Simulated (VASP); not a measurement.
Given:

```xyz
4
Lattice="1.6765 -5.3601 0.0000 1.6765 5.3601 0.0000 0.0000 0.0000 4.4250" Properties=species:S:1:pos:R:3 pbc="T T T"
P      1.6765     4.2796     4.0673
P      1.6765     1.0805     1.8548
P      1.6765    -1.0805     2.5701
P      1.6765    -4.2796     0.3577
```

Calculation: PBE GGA with D3 dispersion (zero damping), VASP's PBE PAW potentials (set 64) (plane waves; VASP). Numerical set-up: 520 eV cut-off, 7×7×5 Γ-centred mesh, Gaussian smearing of 0.050 eV, potentials P.

Q: The ions and cell shape at fixed volume are relaxed. What does this cell relax into?

A: 
```xyz
4
Lattice="1.6572 -5.3800 0.0000 1.6572 5.3800 0.0000 0.0000 0.0000 4.4599" Properties=species:S:1:pos:R:3 pbc="T T T"
P      1.6572     4.3156     4.0875
P      1.6572     1.0644     1.8575
P      1.6572    -1.0644     2.6024
P      1.6572    -4.3156     0.3725
```
Space group Cmce (64), at a tolerance of 0.03 Å.

Q: How much energy does the relaxation gain?

A: The energy (σ→0) changes by -3.6 meV/atom, in 7 ionic steps.

```
step  E(σ→0) (eV)  max force (eV/Å)  pressure (GPa)  volume (Å³)
----  -----------  ----------------  --------------  -----------
1        -22.1639             0.245           -2.09        79.53
2        -22.1735             0.108           -1.27        79.53
3        -22.1764             0.071           -0.57        79.53
4        -22.1780             0.037           -0.38        79.53
5        -22.1780             0.031           -0.39        79.53
6        -22.1780             0.014           -0.33        79.53
7        -22.1781             0.005           -0.36        79.53
```

The compound is P in the black structure. This cell is one point of a volume scan, at 1.03 of the reference volume. Symmetry was kept, so distortions that lower it aren't found.
